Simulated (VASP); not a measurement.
Calculation: optB86b-vdW, VASP's PBE PAW potentials (set 64) (plane waves; VASP).

VASP ran on this input.

File KPOINTS:
```
Automatic
0
gamma
10 10 10
```

### POSCAR
```
AlN
3.1037730
  0.0000000000   0.7071067035   0.7071067035
  0.7071067035   0.0000000000   0.7071067035
  0.7071067035   0.7071067035   0.0000000000
Al N
1 1
Cart
  0.0000000000   0.0000000000   0.0000000000
  0.3535533518   0.3535533518   0.3535533518
```

### INCAR
```
SYSTEM = AlN
PREC = Accurate
ENCUT = 520
EDIFF = 1E-7
NELM = 100
ALGO = Normal
LREAL = .FALSE.
LASPH = .TRUE.
ISMEAR = 0
SIGMA = 0.05
GGA = MK
PARAM1 = 0.1234
PARAM2 = 1.0
LUSE_VDW = .TRUE.
AGGAC = 0.0
LWAVE = .FALSE.
LCHARG = .FALSE.
ISIF = 2
```

POTCAR, in this order: Al N (PBE.64 set). Program: vasp_std.

Problem. Predict the energy per atom (σ→0), band gap (on the k-mesh).

Solution. 
```yaml
energy per atom (σ→0): -6.257 eV/atom
band gap (on the k-mesh): 3.34 eV
```

**OSZICAR**
```
...
DAV:   7    -0.125207839855E+02    0.99242E-02   -0.10239E-01   808   0.341E+00    0.198E+00
DAV:   8    -0.125134484968E+02    0.73355E-02   -0.23207E-02   792   0.207E+00    0.410E-01
DAV:   9    -0.125131175254E+02    0.33097E-03   -0.76433E-04  1048   0.235E-01    0.205E-01
DAV:  10    -0.125132264084E+02   -0.10888E-03   -0.25255E-04   768   0.141E-01    0.256E-02
DAV:  11    -0.125132255393E+02    0.86914E-06   -0.43909E-06   992   0.185E-02    0.111E-02
DAV:  12    -0.125132259134E+02   -0.37419E-06   -0.88663E-07   768   0.930E-03    0.157E-03
DAV:  13    -0.125132258869E+02    0.26498E-07   -0.26120E-08   544   0.184E-03
   1 F= -.12513226E+02 E0= -.12513226E+02  d E =-.207012E-14
```

The compound is AlN in the zinc blende structure, a metastable form; wurtzite is the usual one. It was relaxed first.
